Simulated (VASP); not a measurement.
Given:

```
PbZrO3
1.0
    4.11843     0.00000     0.00000
    0.00000     2.93319     2.99776
    0.00000    -2.93319     2.99776
Zr Pb O
1 1 3
Direct
  0.50000   0.50802   0.50802
  0.00000   0.95026   0.95026
  0.50000   0.02923   0.56187
  0.50000   0.56187   0.02923
  0.00000   0.55761   0.55761
```

These are PBEsol GGA, VASP's PBE PAW potentials (set 64) (plane waves; VASP 6.6.1) values and carry that method's errors. Numerical set-up: 520 eV cut-off, Gaussian smearing of 0.050 eV, potentials Zr_sv Pb_d O.

Unless said otherwise, spin-orbit coupling is left out, though it shifts the bands of the heavy elements here.

Q: Give the energies of bands 13 to 25 at the high-symmetry points, in eV from the valence-band maximum.

A: 
```csv
band,Γ,Y,C0,Z,A0,T,S,R
13,-6.11,-7.21,-7.21,-7.06,-6.91,-6.91,-6.95,-7.49
14,-3.03,-4.18,-4.18,-4.32,-4.88,-4.88,-3.91,-4.24
15,-2.90,-3.89,-3.88,-2.97,-4.43,-4.42,-3.19,-4.01
16,-2.74,-3.01,-3.01,-2.89,-4.19,-4.19,-2.95,-3.09
17,-1.57,-2.98,-2.98,-2.13,-3.90,-3.91,-2.06,-2.66
18,-1.34,-2.69,-2.69,-1.85,-3.79,-3.80,-1.75,-2.55
19,-1.33,-2.27,-2.27,-1.76,-3.41,-3.42,-1.72,-2.18
20,-1.31,-1.20,-1.20,-1.35,-0.59,-0.59,-1.23,-1.25
21,-1.22,-1.03,-1.03,-0.75,-0.45,-0.45,-0.84,-0.94
22,-0.71,-0.33,-0.33,0.00,-0.24,-0.24,-0.24,-0.52
23,3.41,4.43,4.42,3.09,5.80,5.82,2.58,4.44
24,3.93,4.65,4.65,4.26,5.91,5.89,3.74,4.70
25,4.12,4.79,4.80,4.87,5.97,5.97,5.15,4.88
```

The gap is indirect, 2.59 eV, from the valence maximum at Z to the conduction minimum at S.

The structure comes from a computed database's ZrPbO3 entry (Amm2); how it stands against other phases isn't given here. It was relaxed first, which changed the volume by -5 %.
